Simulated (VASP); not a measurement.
Given:

```xyz
2
Lattice="0.0000 2.0600 2.0600 2.0600 0.0000 2.0600 2.0600 2.0600 0.0000" Properties=species:S:1:pos:R:3 pbc="T T T"
V      0.0000     0.0000     0.0000
N      2.0600     2.0600     2.0600
```

Method: PBE GGA, VASP's PBE PAW potentials (set 64) (plane waves; VASP). Settings: 520 eV cut-off, Gaussian smearing of 0.050 eV, potentials V_sv N.

What does the run give for the band gap (along the path) with the smallest direct gap where there is one?

- band gap (along the path) = none (metal, semimetal or under 0.01 eV)

The structure was generated: VN was put into the rock salt type (Fm-3m), which need not be its known phase. It was relaxed first, which changed the volume by -38 %. The run is not spin-polarised, so no magnetic state was tried. VASP warned that the highest band is occupied, so more bands are needed.
